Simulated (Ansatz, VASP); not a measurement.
## Be3N2 (Be3N2 (Ia-3)) in two plane-wave programs

Wanted: the spread between two codes on one cell, functional and k mesh. Of the first pair: The structure shown is the start of the Ansatz relaxation below; VASP solves that cell, so the two are compared at the walk's first step.

Calculated with Ansatz 0.2.0; plane waves, with VASP 6.6.1 beside it; single point at PBEsol.

## (1) Starting point

Symmetry: Ia-3, No. 206, cubic system. The conventional cell has a = 8.128 Å, b = 8.128 Å, c = 8.128 Å, α = 90.00°, β = 90.00°, γ = 90.00°. Be has 4 N at 1.70 to 1.78 Å nearest. Nearest to N lie 6 Be at 1.70 to 1.78 Å. Nearest to N lie 6 Be at 1.75 Å. Farther neighbours and most contacts between anions are not listed.

As a file:

```xyz
40
Lattice="-4.0638 4.0638 4.0638 4.0638 -4.0638 4.0638 4.0638 4.0638 -4.0638" Properties=species:S:1:pos:R:3 pbc="T T T"
Be    3.2155    1.0997    2.9998
Be    5.1277    0.8483    1.0997
Be    2.9641    2.9998    4.9120
Be    2.9998    4.9120    2.9641
Be    2.9641    5.1277   -0.8483
Be    2.9998    3.2155    1.0997
Be    1.0997    2.9998    3.2155
Be    1.0997    5.1277    0.8483
Be    5.1277   -0.8483    2.9641
Be    4.9120    2.9641    2.9998
Be   -0.8483    2.9641    5.1277
Be    0.8483    1.0997    5.1277
Be    0.8483    2.9641    1.0640
Be   -1.0640    3.2155    2.9641
Be    1.0997    1.0640   -0.8483
Be    1.0640   -0.8483    1.0997
Be    1.0997   -1.0640    4.9120
Be    1.0640    0.8483    2.9641
Be    2.9641    1.0640    0.8483
Be    2.9641   -1.0640    3.2155
Be   -1.0640    4.9120    1.0997
Be   -0.8483    1.0997    1.0640
Be    4.9120    1.0997   -1.0640
Be    3.2155    2.9641   -1.0640
N     6.0956    1.8592    0.0000
N     0.0000    6.0956    1.8592
N     2.2045    0.0000    2.0319
N     0.0000    2.0319    2.2045
N     1.8592    0.0000    6.0956
N     2.0319    2.2045    0.0000
N    -2.0319    2.2045    4.0638
N     4.0638   -2.0319    2.2045
N     1.8592    4.0638    2.0319
N     4.0638    2.0319    1.8592
N     2.2045    4.0638   -2.0319
N     2.0319    1.8592    4.0638
N     4.0638    0.0000    4.0638
N     0.0000    4.0638    4.0638
N     4.0638    4.0638    4.0638
N     4.0638    4.0638    0.0000
```

## (2) Ansatz: relaxation, PBEsol

Ansatz runs on its default PAW (the set named soft_2) files.

The two programs are compared at the cell with which this relaxation starts, whose forces are those of its first step.

input.yaml reads:

```yaml
crystal:
  lattice:
    - [-4.0637527, 4.0637527, 4.0637527]
    - [4.0637527, -4.0637527, 4.0637527]
    - [4.0637527, 4.0637527, -4.0637527]
  atoms:
    - { symbol: Be, position: [0.50439541, 0.76471632, 0.53093266] }
    - { symbol: Be, position: [0.23967909, 0.76621634, 0.73528368] }
    - { symbol: Be, position: [0.97346275, 0.96906734, 0.73378366] }
    - { symbol: Be, position: [0.96906734, 0.73378366, 0.97346275] }
    - { symbol: Be, position: [0.52653725, 0.26032091, 0.99560459] }
    - { symbol: Be, position: [0.53093266, 0.50439541, 0.76471632] }
    - { symbol: Be, position: [0.76471632, 0.53093266, 0.50439541] }
    - { symbol: Be, position: [0.73528368, 0.23967909, 0.76621634] }
    - { symbol: Be, position: [0.26032091, 0.99560459, 0.52653725] }
    - { symbol: Be, position: [0.73378366, 0.97346275, 0.96906734] }
    - { symbol: Be, position: [0.99560459, 0.52653725, 0.26032091] }
    - { symbol: Be, position: [0.76621634, 0.73528368, 0.23967909] }
    - { symbol: Be, position: [0.49560459, 0.23528368, 0.46906734] }
    - { symbol: Be, position: [0.76032091, 0.23378366, 0.26471632] }
    - { symbol: Be, position: [0.02653725, 0.03093266, 0.26621634] }
    - { symbol: Be, position: [0.03093266, 0.26621634, 0.02653725] }
    - { symbol: Be, position: [0.47346275, 0.73967909, 0.00439541] }
    - { symbol: Be, position: [0.46906734, 0.49560459, 0.23528368] }
    - { symbol: Be, position: [0.23528368, 0.46906734, 0.49560459] }
    - { symbol: Be, position: [0.26471632, 0.76032091, 0.23378366] }
    - { symbol: Be, position: [0.73967909, 0.00439541, 0.47346275] }
    - { symbol: Be, position: [0.26621634, 0.02653725, 0.03093266] }
    - { symbol: Be, position: [0.00439541, 0.47346275, 0.73967909] }
    - { symbol: Be, position: [0.23378366, 0.26471632, 0.76032091] }
    - { symbol: "N", position: [0.22875652, 0.75, 0.97875652] }
    - { symbol: "N", position: [0.97875652, 0.22875652, 0.75] }
    - { symbol: "N", position: [0.25, 0.52124348, 0.27124348] }
    - { symbol: "N", position: [0.52124348, 0.27124348, 0.25] }
    - { symbol: "N", position: [0.75, 0.97875652, 0.22875652] }
    - { symbol: "N", position: [0.27124348, 0.25, 0.52124348] }
    - { symbol: "N", position: [0.77124348, 0.25, 0.02124348] }
    - { symbol: "N", position: [0.02124348, 0.77124348, 0.25] }
    - { symbol: "N", position: [0.75, 0.47875652, 0.72875652] }
    - { symbol: "N", position: [0.47875652, 0.72875652, 0.75] }
    - { symbol: "N", position: [0.25, 0.02124348, 0.77124348] }
    - { symbol: "N", position: [0.72875652, 0.75, 0.47875652] }
    - { symbol: "N", position: [0.5, 0.0, 0.5] }
    - { symbol: "N", position: [0.0, 0.5, 0.5] }
    - { symbol: "N", position: [0.0, 0.0, 0.0] }
    - { symbol: "N", position: [0.5, 0.5, 0.0] }
basis:
  ecutwfc: 420
  xc_grid: 2
hamiltonian:
  xc: pbesol
kpoints:
  mp_grid: { grid: [5, 5, 5] }
scf:
  occupations: { method: fermi_dirac, width: 0.01 }
  max_iter: 150
output:
  forces: true
  stress: true
relax:
  f_tol: 0.01
  max_steps: 60
  cell: {}
checkpoint:
  write: "../pbesol.run"
  compress: false
  write_wavefunctions: false
  write_every: 100000
```

The run is started by

```bash
$ ansatz run input.yaml --threads 1 --pin off --max-ram 2355MiB --backend cpu --events-out ev --progress --plain --runs-dir out
```

Numbers of over 12 decimals in the logs are rounded to 6 here.

Log:

```text
Engine: ansatz 0.2.0, aarch64-unknown-linux-gnu
Pseudopotentials: kind: paw
Pseudopotential: Be, paw, valence charge 2, recommended cutoff 420 eV (normal), Be.paw.azcp
Pseudopotential: N, paw, valence charge 5, recommended cutoff 420 eV (normal), N.paw.azcp
Functional definition: PBEsol
  exchange = pbesol_x
  correlation = pbesol_c
Crystal: 40 atoms, lattice volume = 268.437 Å³
Basis set: ecut = 420 eV, 5281 PW (Γ), exchange–correlation on 96×96×96 points (8 copies of the dense FFT grid, shifted against one another)
Bands: 104, of which v1, the nominal top of the filled ones, is band 64 counted from 1 (63 counted from 0)
Symmetry: 24 space group operations
Space group: Ia-3 (ITA 206), of the structure as read, at distance tolerance 6.5e-5 Å
k-points: 11 of 125
Non-local potential: Be, projectors of the file, l = 0: 2, l = 1: 2, l = 2: 1
Non-local potential: N, projectors of the file, l = 0: 2, l = 1: 2, l = 2: 1
PAW form: soft (Blöchl's): semilocal exchange-correlation on the pseudo side does not see the compensation charge
PAW frozen core: Be, regenerated for the run's functional, and the local potential with it (the file was generated under x = pbe(κ = 0.804, μ = 0.219515), c = pbe(β = 0.066725))
PAW frozen core: N, regenerated for the run's functional, and the local potential with it (the file was generated under x = pbe(κ = 0.804, μ = 0.219515), c = pbe(β = 0.066725))
PAW one-centre angular grid: Be, 110 points (default); XC on 64 Gauss nodes
PAW one-centre angular grid: N, 110 points (default); XC on 64 Gauss nodes
Initial density: superposition of atomic densities (neutral atoms: chi_scale 0, normalization atom), corrected by the library's trained network
Initial wavefunctions: pseudopotential atomic-orbital guess
Functional: x = pbesol(κ = 0.804, μ = 0.123457), c = pbesol(β = 0.046)
SCF iter   1: F=—  HF=-8270.305179 eV  |F-HF|=—  |Δ(HF+E_count)|=         —  Δρ=9.13e-3  dr2=2.12e-1  ethr=1.77e-3  ⟨swp⟩=7.7  Hψ=6310  notcnv=0  defer=274
preconditioner: auto → Resta (q_TF=auto, 2.411 Å⁻¹)  ε∞=3.8  [insulator: Δε(μ)=3.127 eV  Ē_g=15.275 eV  σ=0.010 eV  W_gap=1.00  n_scr=54 (ndim 8)  ℏωp=25.6 eV  f_vac=0.000  D(μ)=0.00/eV (n_scr^D=0)  ε∞_Penn≈3.8]
SCF iter   2: F=—  HF=-8270.238425 eV  |F-HF|=—  |Δ(HF+E_count)|=   6.68e-2  Δρ=1.79e-3  dr2=6.40e-3  ethr=1.66e-4  ⟨swp⟩=2.0  Hψ=1846  notcnv=0  defer=376
SCF iter   3: F=—  HF=-8270.236437 eV  |F-HF|=—  |Δ(HF+E_count)|=   1.99e-3  Δρ=8.47e-4  dr2=1.28e-3  ethr=5.00e-6  ⟨swp⟩=2.7  Hψ=1495  notcnv=0  defer=376
SCF iter   4: F=—  HF=-8270.236017 eV  |F-HF|=—  |Δ(HF+E_count)|=   4.20e-4  Δρ=1.99e-4  dr2=8.95e-5  ethr=1.00e-6  ⟨swp⟩=3.0  Hψ=1555  notcnv=0  defer=376
SCF iter   5: F=—  HF=-8270.235515 eV  |F-HF|=—  |Δ(HF+E_count)|=   5.02e-4  Δρ=4.89e-5  dr2=4.91e-6  ethr=6.99e-8  ⟨swp⟩=2.0  Hψ=1407  notcnv=0  defer=376
SCF iter   6: F=—  HF=-8270.235516 eV  |F-HF|=—  |Δ(HF+E_count)|=   4.53e-7  Δρ=7.04e-6  dr2=1.16e-7  ethr=3.83e-9  ⟨swp⟩=2.5  Hψ=1349  notcnv=0  defer=376
SCF iter   7: F=-8270.235516 eV  HF=-8270.235516 eV  |F-HF|=7.29e-10  |Δ(HF+E_count)|=   1.73e-8  Δρ=9.67e-7  dr2=1.86e-9  ethr=7.81e-11  ⟨swp⟩=3.4  Hψ=2605  notcnv=0
SCF 1 converged in 7 iterations: F = -8270.235516 eV  dr2 = 1.86e-9
  greatest PAW one-centre occupation: 0.778 electrons in one spin orbital (limit 2), on the N atom at site 34 (counted from 0), in its partial waves of l = 0
relax step   1: F+E_penalty+E_count = -8270.23551594 eV  Δ(F+E_penalty+E_count) = +0.000e0 eV  max|allowed force component| = 5.260e-2 eV/Å  Δτ_max = 0.0000 Å  P = -1.338 GPa  Ω = 268.437 Å³  (7 SCF iters, dr2 threshold 1.00e-7 eV, accepted)
Crystal: 40 atoms, lattice volume = 267.580 Å³
Initial density: handed on by an earlier stage of this run
Initial wavefunctions: those handed on with the density
iter 1 solved again at ethr=1.04e-6 eV; its pass at ethr=3.10e-3 eV (dr2=1.33e-3 eV) is discarded
SCF iter   1: F=—  HF=-8270.249779 eV  |F-HF|=—  |Δ(HF+E_count)|=         —  Δρ=7.43e-4  dr2=1.48e-3  ethr=1.04e-6  ⟨swp⟩=11.5  Hψ=5984  notcnv=0  defer=8
preconditioner: auto → Resta (q_TF=auto, 2.413 Å⁻¹)  ε∞=3.8  [insulator: Δε(μ)=3.228 eV  Ē_g=15.342 eV  σ=0.010 eV  W_gap=1.00  n_scr=54 (ndim 8)  ℏωp=25.7 eV  f_vac=0.000  D(μ)=0.00/eV (n_scr^D=0)  ε∞_Penn≈3.8]
SCF iter   2: F=—  HF=-8270.249057 eV  |F-HF|=—  |Δ(HF+E_count)|=   7.22e-4  Δρ=2.10e-4  dr2=1.00e-4  ethr=1.04e-6  ⟨swp⟩=2.4  Hψ=1791  notcnv=0  defer=2
SCF iter   3: F=—  HF=-8270.249053 eV  |F-HF|=—  |Δ(HF+E_count)|=   3.93e-6  Δρ=1.06e-4  dr2=2.50e-5  ethr=7.81e-8  ⟨swp⟩=1.3  Hψ=1119  notcnv=0  defer=2
SCF iter   4: F=-8270.249054 eV  HF=-8270.249054 eV  |F-HF|=1.22e-8  |Δ(HF+E_count)|=   7.97e-7  Δρ=1.18e-5  dr2=2.85e-7  ethr=3.12e-9  ⟨swp⟩=2.1  Hψ=3655  notcnv=0
SCF 2 converged in 4 iterations: F = -8270.249054 eV  dr2 = 2.85e-7
[...]
Initial wavefunctions: pseudopotential atomic-orbital guess (no wavefunctions were taken with the density)
iter 1 solved again at ethr=4.65e-8 eV; its pass at ethr=3.10e-3 eV (dr2=5.95e-5 eV) is discarded
SCF iter   1: F=—  HF=-8270.252248 eV  |F-HF|=—  |Δ(HF+E_count)|=         —  Δρ=3.44e-5  dr2=4.47e-7  ethr=4.65e-8  ⟨swp⟩=12.0  Hψ=11597  notcnv=0  defer=28
[...]
basis re-selected at this cell: Δ(F+E_penalty+E_count) = +5.166e-3 eV, ΔP = -0.036 GPa vs the last step (what re-selecting the basis moved, of the pressure what is left beyond the Pulay correction that the steps carried, after the strain that the cell walked since its last selection, with what the two solves' SCF thresholds leave and, on support functions, any second-order correction that the steps lacked; it is no m [...]
SCF converged after 4 iterations
Free energy (F): -8270.251752 eV
Harris-Foulkes:  -8270.251752 eV  (|F-HF|=1.82e-11)
Internal energy: -8270.251752 eV  (E = F + TS)
E sigma→0 (E₀):  -8270.251752 eV
Fermi energy:    9.625986 eV
--- Per-component energies (eV) ---
  E_band       = 234.222197
  E_kinetic    = 2668.579714
  E_local      = -3264.535011  (includes V_loc(G=0)·N_el)
  E_nonlocal   = 836.600715
  E_hartree    = 1045.266046
  E_xc         = -1449.140114
  E_vxc        = -1749.784814  (∫ρ·V_xc dr)
  E_paw        = -3340.268421  (= ΣΔE_a)
  E_vpaw       = -347.172110  (= ΣTr[D̂ρ^β])
  E_aug_tail   = 0.001606  (compensation charges beyond the density's cutoff)
  E_ewald      = -4767.434621
  E_core_change = 0.678333  (= ΣΔE_core)
  E_smearing   = -0.000000  (= −TS)
  E_closure    = -0.000000  (closes the sum)
  Σ components = -8270.251752   (vs F -8270.251752, Δ=0.00e0)
--- Forces (eV/Å), atoms counted from 1 ---
  atom   1  Be     0.00247016    -0.00100692     0.00231737
  atom   2  Be    -0.00231737    -0.00247016    -0.00100692
  atom   3  Be     0.00100692     0.00231737    -0.00247016
  atom   4  Be     0.00231737    -0.00247016     0.00100692
  atom   5  Be     0.00100692    -0.00231737     0.00247016
  atom   6  Be     0.00231737     0.00247016    -0.00100692
  atom   7  Be    -0.00100692     0.00231737     0.00247016
  atom   8  Be    -0.00100692    -0.00231737    -0.00247016
  atom   9  Be    -0.00231737     0.00247016     0.00100692
  atom  10  Be    -0.00247016     0.00100692     0.00231737
  atom  11  Be     0.00247016     0.00100692    -0.00231737
  atom  12  Be    -0.00247016    -0.00100692    -0.00231737
  atom  13  Be    -0.00247016     0.00100692    -0.00231737
  atom  14  Be     0.00231737     0.00247016     0.00100692
  atom  15  Be    -0.00100692    -0.00231737     0.00247016
  atom  16  Be    -0.00231737     0.00247016    -0.00100692
  atom  17  Be    -0.00100692     0.00231737    -0.00247016
  atom  18  Be    -0.00231737    -0.00247016     0.00100692
  atom  19  Be     0.00100692    -0.00231737    -0.00247016
  atom  20  Be     0.00100692     0.00231737     0.00247016
  atom  21  Be     0.00231737    -0.00247016    -0.00100692
  atom  22  Be     0.00247016    -0.00100692    -0.00231737
  atom  23  Be    -0.00247016    -0.00100692     0.00231737
  atom  24  Be     0.00247016     0.00100692     0.00231737
[...]
atom  33  N     -0.00323244    -0.00000000     0.00000000
  atom  34  N      0.00000000    -0.00000000    -0.00323244
  atom  35  N      0.00323244     0.00000000     0.00000000
  atom  36  N      0.00000000    -0.00323244     0.00000000
  atom  37  N      0.00000000    -0.00000000     0.00000000
  atom  38  N      0.00000000    -0.00000000    -0.00000000
  atom  39  N      0.00000000    -0.00000000     0.00000000
  atom  40  N      0.00000000    -0.00000000     0.00000000
  max |Σ_I F_I| component: 1.08e-17 eV/Å
--- Stress (GPa, compression-positive) ---
       -0.024885      -0.000000       0.000000
       -0.000000      -0.024885       0.000000
        0.000000       0.000000      -0.024885
  P = ⅓ Tr σ = -0.0249 GPa (-0.249 kbar)
--- Relaxed structure (4 steps of the walk, 4 accepted, 1 SCFs on fresh bases) ---
  F+E_penalty+E_count = -8270.25175184 eV   max|allowed force component| = 3.232e-3 eV/Å   (the final SCF, on the basis selected at the relaxed cell)
  cell:  # Å, volume = 266.7498 Å³
    - [-4.055223, 4.055223, 4.055223]
    - [4.055223, -4.055223, 4.055223]
    - [4.055223, 4.055223, -4.055223]
  atoms:
    - { symbol: Be, position: [0.505865, 0.765580, 0.531923] }
    - { symbol: Be, position: [0.240285, 0.766342, 0.734420] }
    - { symbol: Be, position: [0.973943, 0.968077, 0.733658] }
    - { symbol: Be, position: [0.968077, 0.733658, 0.973943] }
    - { symbol: Be, position: [0.526057, 0.259715, 0.994135] }
    - { symbol: Be, position: [0.531923, 0.505865, 0.765580] }
    - { symbol: Be, position: [0.765580, 0.531923, 0.505865] }
    - { symbol: Be, position: [0.734420, 0.240285, 0.766342] }
    - { symbol: Be, position: [0.259715, 0.994135, 0.526057] }
    - { symbol: Be, position: [0.733658, 0.973943, 0.968077] }
    - { symbol: Be, position: [0.994135, 0.526057, 0.259715] }
    - { symbol: Be, position: [0.766342, 0.734420, 0.240285] }
    - { symbol: Be, position: [0.494135, 0.234420, 0.468077] }
    - { symbol: Be, position: [0.759715, 0.233658, 0.265580] }
    - { symbol: Be, position: [0.026057, 0.031923, 0.266342] }
    - { symbol: Be, position: [0.031923, 0.266342, 0.026057] }
    - { symbol: Be, position: [0.473943, 0.740285, 0.00586526] }
    - { symbol: Be, position: [0.468077, 0.494135, 0.234420] }
    - { symbol: Be, position: [0.234420, 0.468077, 0.494135] }
    - { symbol: Be, position: [0.265580, 0.759715, 0.233658] }
    - { symbol: Be, position: [0.740285, 0.00586526, 0.473943] }
    - { symbol: Be, position: [0.266342, 0.026057, 0.031923] }
    - { symbol: Be, position: [0.00586526, 0.473943, 0.740285] }
    - { symbol: Be, position: [0.233658, 0.265580, 0.759715] }
    - { symbol: N, position: [0.228772, 0.750000, 0.978772] }
    - { symbol: N, position: [0.978772, 0.228772, 0.750000] }
    - { symbol: N, position: [0.25, 0.521228, 0.271228] }
    - { symbol: N, position: [0.521228, 0.271228, 0.25] }
    - { symbol: N, position: [0.75, 0.978772, 0.228772] }
    - { symbol: N, position: [0.271228, 0.25, 0.521228] }
    - { symbol: N, position: [0.771228, 0.25, 0.021228] }
    - { symbol: N, position: [0.021228, 0.771228, 0.25] }
    - { symbol: N, position: [0.75, 0.478772, 0.728772] }
    - { symbol: N, position: [0.478772, 0.728772, 0.75] }
    - { symbol: N, position: [0.25, 0.021228, 0.771228] }
    - { symbol: N, position: [0.728772, 0.75, 0.478772] }
    - { symbol: N, position: [0.5, 0, 0.5] }
    - { symbol: N, position: [0, 0.5, 0.5] }
    - { symbol: N, position: [0, 0, 0] }
    - { symbol: N, position: [0.5, 0.5, 0] }
```

[end of part 1 of 2]

[Lines on the potential files, build, host, timing and source positions are cut from VASP's logs without a mark.]

[Logs are printed without paths, hosts, clocks, repeated set-up lines and the standing remarks that a program may print on its own settings, such as how far it seeks lower states.]

[Hosts, paths, dates, database ids (printed as entryN), source tags and the programs' standing remarks are cut or masked in the printed files.]
